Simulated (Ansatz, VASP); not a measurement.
# YbC2 in two plane-wave programs

One calculation is typed for both programs; each brings its own data sets. How far apart do they land? The two relaxations start from unlike cells of this crystal (the structure described is Ansatz's start), so only their ends are compared.

Method: plane waves, with VASP 6.6.1 beside it; relaxation of cell and atoms at PBEsol, in Ansatz 0.2.0.

## 1. Starting point

Symmetry: I4/mmm, No. 139, tetragonal system. Conventional cell: a = 3.816 Å, b = 3.816 Å, c = 6.428 Å, α = 90.00°, β = 90.00°, γ = 90.00°. Nearest to Yb lie 10 C at 2.58 to 2.77 Å. C has 1 C at 1.26 Å and 5 Yb at 2.58 to 2.77 Å nearest. Farther neighbours are not listed.

## 2. VASP: relaxation of cell and atoms, PBEsol

The relaxed volume is the usual yardstick between codes: in a stiff, nearly cubic crystal its relative difference is about their pressure difference at one cell divided by the bulk modulus.

Lines of VASP's logs that name or quote its potential files are left out, and so is its time.

Contents of INCAR:

```
SYSTEM = YbC2
PREC = Accurate
ENCUT = 600
EDIFF = 1E-07
NELM = 200
ISMEAR = 0
SIGMA = 0.1
LREAL = .FALSE.
ALGO = Normal
GGA = PS
NBANDS = 22
LASPH = .TRUE.
LORBIT = 11
LWAVE = .FALSE.
LCHARG = .FALSE.
ISIF = 3
IBRION = 2
NSW = 80
EDIFFG = -0.005
GGA_COMPAT = .FALSE.
NELMIN = 4
LMAXMIX = 6
KPAR = 2
```

Contents of POSCAR:

```
YbC2
1.0
   -1.8065939863      1.8065939863      3.0569394120
    1.8065939863     -1.8065939863      3.0569394120
    1.8065939863      1.8065939863     -3.0569394120
Yb C
1 2
Direct
    0.0000000000      0.0000000000      0.0000000000
    0.6051042389      0.6051042389      0.0000000000
    0.3948957611      0.3948957611      0.0000000000
```

Contents of KPOINTS:

```
Automatic mesh
0
Gamma
8 8 8
0 0 0
```

The projector-augmented-wave data sets are Yb and C (PBE family, release 64).

On the command line:

```bash
mpirun -np 2 vasp_std
```

Numbers of over 12 decimals in the logs are rounded to 6 here.

The log of the run:

```text
[banner, memory and clock lines left out]
running    2 mpi-ranks, on    1 nodes
 distrk:  each k-point on    1 cores,    2 groups
 distr:  one band on    1 cores,    1 groups

 POSCAR found type information on POSCAR YbC
 POSCAR found :  2 types and       3 ions
|                                                                             |
|               ----> ADVICE to this user running VASP <----                  |
|                                                                             |
|     You enforced a specific xc type in the INCAR file but a different       |
|     [... a line on the potential file left out ...]
|     I HOPE YOU KNOW WHAT YOU ARE DOING!                                     |
|                                                                             |

 LDA part: xc-table for (Slater+PW92), standard interpolation
 POSCAR, INCAR and KPOINTS ok, starting setup
 FFT: planning ... GRIDC
 FFT: planning ... GRID_SOFT
 FFT: planning ... GRID
 WAVECAR not read
 entering main loop
       N       E                     dE             d eps       ncg     rms          rms(c)
DAV:   1     0.190070676113E+03    0.19007E+03   -0.12912E+04  3700   0.105E+04
DAV:   2     0.255471400775E+01   -0.18752E+03   -0.17314E+03  3466   0.861E+02
DAV:   3    -0.237848294811E+02   -0.26340E+02   -0.25031E+02  3832   0.164E+02
DAV:   4    -0.272797498374E+02   -0.34949E+01   -0.34176E+01  4958   0.441E+01
DAV:   5    -0.275719198596E+02   -0.29217E+00   -0.27969E+00  4666   0.138E+01    0.341E+01
DAV:   6    -0.410844991444E+02   -0.13513E+02   -0.11564E+02  3310   0.605E+02    0.478E+02
DAV:   7    -0.418407683295E+02   -0.75627E+00   -0.13447E+01  3752   0.309E+01    0.484E+02
DAV:   8    -0.406292272958E+02    0.12115E+01   -0.14499E+00  4444   0.375E+01    0.492E+02
DAV:   9    -0.407427950357E+02   -0.11357E+00   -0.23099E-01  4700   0.480E+00    0.491E+02
DAV:  10    -0.461596940770E+02   -0.54169E+01   -0.10104E+01  4120   0.578E+01    0.490E+02
DAV:  11    -0.639806827424E+02   -0.17821E+02   -0.20497E+01  4222   0.326E+01    0.518E+02
DAV:  12    -0.882640561668E+02   -0.24283E+02   -0.14571E+01  4238   0.276E+01    0.672E+02
DAV:  13    -0.944241223811E+02   -0.61601E+01   -0.17373E+00  4078   0.868E+00    0.701E+02
DAV:  14    -0.138706197185E+03   -0.44282E+02   -0.20252E+01  4338   0.320E+01    0.856E+02
[...]
DAV:  34    -0.239858908276E+02    0.22421E-01   -0.10503E-01  4302   0.749E+00    0.484E+01
DAV:  35    -0.238440382258E+02    0.14185E+00   -0.16280E-01  4146   0.119E+01    0.323E+01
DAV:  36    -0.237280528604E+02    0.11599E+00   -0.12456E-01  4096   0.378E+00    0.224E+01
DAV:  37    -0.236821247485E+02    0.45928E-01   -0.26230E-01  4796   0.168E+01    0.264E+01
DAV:  38    -0.237876094748E+02   -0.10548E+00   -0.13356E-01  3758   0.189E+01    0.244E+01
DAV:  39    -0.237901640064E+02   -0.25545E-02   -0.31758E-02  4416   0.601E+00    0.235E+01
DAV:  40    -0.237832429275E+02    0.69211E-02   -0.37437E-02  3694   0.693E+00    0.164E+01
DAV:  41    -0.237453695197E+02    0.37873E-01   -0.19030E-01  4164   0.108E+01    0.845E+00
[...]
DAV:   2    -0.235050963352E+02   -0.68004E-02   -0.23742E-02  3226   0.826E+00    0.968E-01
DAV:   3    -0.234974529790E+02    0.76434E-02   -0.15823E-02  3274   0.701E+00    0.907E-02
DAV:   4    -0.234973933760E+02    0.59603E-04   -0.23901E-04  4202   0.472E-01    0.430E-02
DAV:   5    -0.234973931704E+02    0.20557E-06   -0.39227E-05  4318   0.595E-02    0.251E-02
DAV:   6    -0.234973893900E+02    0.37803E-05   -0.22239E-05  4712   0.164E-01    0.201E-02
DAV:   7    -0.234973900219E+02   -0.63186E-06   -0.23249E-06  3908   0.152E-02    0.244E-02
DAV:   8    -0.234973900386E+02   -0.16734E-07   -0.30518E-07  3402   0.176E-02
   3 F= -.23497390E+02 E0= -.23489171E+02  d E =-.865631E-05
[... from here on, the cycles between the ionic steps are left out ...]
   4 F= -.23497404E+02 E0= -.23489183E+02  d E =-.228041E-04
   5 F= -.23497400E+02 E0= -.23489175E+02  d E =-.190827E-04
   6 F= -.23497403E+02 E0= -.23489183E+02  d E =-.213289E-04
   7 F= -.23497201E+02 E0= -.23488985E+02  d E =0.201514E-03
   8 F= -.23497409E+02 E0= -.23489190E+02  d E =-.678178E-05
   9 F= -.23497406E+02 E0= -.23489194E+02  d E =0.376418E-05
 trial-energy change:    0.000004  1 .order    0.000011   -0.000010    0.000031
 step:   0.1826(harm=  0.1826)  dis= 0.00000  next Energy=   -23.497411 (dE=-0.117E-05)
 bond charge predicted
       N       E                     dE             d eps       ncg     rms          rms(c)
DAV:   1    -0.234979111048E+02   -0.50539E-03   -0.16093E-03  4202   0.171E+00    0.281E-01
DAV:   2    -0.235016689425E+02   -0.37578E-02   -0.12828E-02  3690   0.611E+00    0.747E-01
DAV:   3    -0.234974663690E+02    0.42026E-02   -0.89194E-03  3184   0.515E+00    0.930E-02
DAV:   4    -0.234974220705E+02    0.44298E-04   -0.14879E-04  4066   0.368E-01    0.637E-02
DAV:   5    -0.234974188044E+02    0.32661E-05   -0.19208E-05  4250   0.536E-02    0.405E-02
DAV:   6    -0.234974093286E+02    0.94758E-05   -0.31927E-05  4388   0.228E-01    0.172E-02
DAV:   7    -0.234974104796E+02   -0.11510E-05   -0.57673E-06  4442   0.488E-02    0.241E-02
DAV:   8    -0.234974108039E+02   -0.32432E-06   -0.13645E-06  4484   0.121E-02    0.217E-02
DAV:   9    -0.234974103922E+02    0.41172E-06   -0.74668E-07  3686   0.432E-02    0.754E-03
DAV:  10    -0.234974104053E+02   -0.13179E-07   -0.13948E-07  2488   0.131E-02
  10 F= -.23497410E+02 E0= -.23489194E+02  d E =-.912337E-06
 curvature:  -0.10 expect dE=-0.687E-06 dE for cont linesearch -0.579E-06
 trial: gam=-0.00880 g(F)=  0.668E-06 g(S)=  0.605E-05 ort = 0.901E-05 (trialstep = 0.645E+00)
 search vector abs. value=  0.656E-05
 reached required accuracy - stopping structural energy minimisation
```

From OUTCAR (step 2):

```text
ion  position               nearest neighbor table
   1  0.000  0.000  0.000-   2 2.41   3 2.41   2 2.63   3 2.63   2 2.63   2 2.63   2 2.63   3 2.63
                             3 2.63   3 2.63
   2  0.605  0.605  0.000-   3 1.29   1 2.41   1 2.63   1 2.63   1 2.63   1 2.63
   3  0.395  0.395  0.000-   2 1.29   1 2.41   1 2.63   1 2.63   1 2.63   1 2.63

  LATTYP: Found a body centered tetragonal cell.
 ALAT       =     3.6131879726
 C/A-ratio  =     1.6921009564

 Subroutine GETGRP returns: Found 16 space group operations
 (whereof 16 operations were pure point group operations)

The static configuration has the point symmetry D_4h.

 Found     59 irreducible k-points:

   k-points           NKPTS =     59   k-points in BZ     NKDIM =     59   number of bands    NBANDS=     22

   dimension x,y,z NGX =    32 NGY =   32 NGZ =   32
   dimension x,y,z NGXF=    64 NGYF=   64 NGZF=   64

   ENCUT  =  600.0 eV  44.10 Ry    6.64 a.u.   7.96  7.96  7.96*2*pi/ulx,y,z

   NELECT =      32.0000    total number of electrons

 k-points in reciprocal lattice and weights: Automatic mesh
   0.00000000  0.00000000  0.00000000       0.002
   0.12500000  0.00000000  0.00000000       0.016
   0.25000000  0.00000000  0.00000000       0.016
   0.37500000  0.00000000  0.00000000       0.016
   0.50000000  0.00000000  0.00000000       0.008
   0.12500000  0.12500000  0.00000000       0.016
   0.25000000  0.12500000  0.00000000       0.031
   0.37500000  0.12500000  0.00000000       0.031
   0.50000000  0.12500000 -0.00000000       0.031
[...]
-0.37500000 -0.37500000  0.37500000       0.004
   0.50000000  0.50000000  0.50000000       0.002

 average (electrostatic) potential at core
       1 -33.2514       2 -51.1161       3 -51.1161

 E-fermi :   3.1980

 k-point     1 :       0.0000    0.0000    0.0000
  band No.  band energies     occupation
    ...
     10       2.8479      2.00000
     11       2.9306      1.99984
     12       2.9550      1.99941
     13       2.9550      1.99941
     14       3.1766      1.23847
     15       3.2722      0.29449
     16       3.2722      0.29449
     17       3.9200      0.00000
     18       3.9200      0.00000
     19       5.4034      0.00000
    ...

 k-point     2 :       0.1250    0.0000    0.0000
  band No.  band energies     occupation
    ...
     12       2.9273      1.99987
     13       2.9480      1.99959
     14       3.0657      1.93867
     15       3.1435      1.55977
     16       3.1723      1.28442
     17       4.2779      0.00000
     18       4.2843      0.00000
     19       5.8005      0.00000
     20       7.8159      0.00000
     21       9.0103      0.00000
    ...

 k-point     3 :       0.2500    0.0000    0.0000
  band No.  band energies     occupation
    ...
     12       2.9044      1.99997
     13       2.9414      1.99972
     14       2.9888      1.99691
     15       3.0253      1.98545
     16       3.0575      1.95311
     17       5.0000      0.00000
     18       5.1587      0.00000
     19       6.8044      0.00000
     20       9.1929      0.00000
     21      10.4383      0.00000
    ...

  Total       -0.0105442     -0.0105442     -0.0124039      0.0000000      0.0000000      0.0000000
  in kB       -0.4225387     -0.4225387     -0.4970638      0.0000000      0.0000000      0.0000000
  external PRESSURE =      -0.4473804 kB  Pullay stress =       0.0000000 kB

  energy-cutoff  :      600.00
  volume of cell :       39.98
      direct lattice vectors                 reciprocal lattice vectors
    -1.807887764  1.807887764  3.058122910     0.000000000  0.276565841  0.163498988
     1.807887764 -1.807887764  3.058122910     0.276565841  0.000000000  0.163498988
     1.807887764  1.807887764 -3.058122910     0.276565841  0.276565841  0.000000000

 POSITION                                       TOTAL-FORCE (eV/Angst)
 -----------------------------------------------------------------------------------
      0.00000      0.00000      0.00000        -0.000000     -0.000000      0.000000
      0.00000      0.00000      3.70068         0.000000      0.000000      0.002632
      0.00000      0.00000      2.41557        -0.000000     -0.000000     -0.002632
 -----------------------------------------------------------------------------------
    total drift:                                0.000000      0.000000     -0.000000

  FREE ENERGIE OF THE ION-ELECTRON SYSTEM (eV)
  ---------------------------------------------------
  free  energy   TOTEN  =       -23.4974104053 eV

  energy  without entropy=      -23.4809778982  energy(sigma->0) =      -23.48919415

 reached required accuracy - stopping structural energy minimisation

 total charge
# of ion       s       p       d       f       tot
--------------------------------------------------
    1        2.120   6.097   0.489  13.456  22.162
    2        0.917   1.592   0.000   0.000   2.508
    3        0.917   1.592   0.000   0.000   2.508
--------------------------------------------------
tot          3.954   9.280   0.489  13.456  27.179

[... 3 further parts left out ...]
```

[end of part 1 of 2]

[Lines on the potential files, build, host, timing and source positions are cut from VASP's logs without a mark.]

[Logs are printed without paths, hosts, clocks, repeated set-up lines and the standing remarks that a program may print on its own settings, such as how far it seeks lower states.]

[Hosts, paths, dates, database ids (printed as entryN), source tags and the programs' standing remarks are cut or masked in the printed files.]
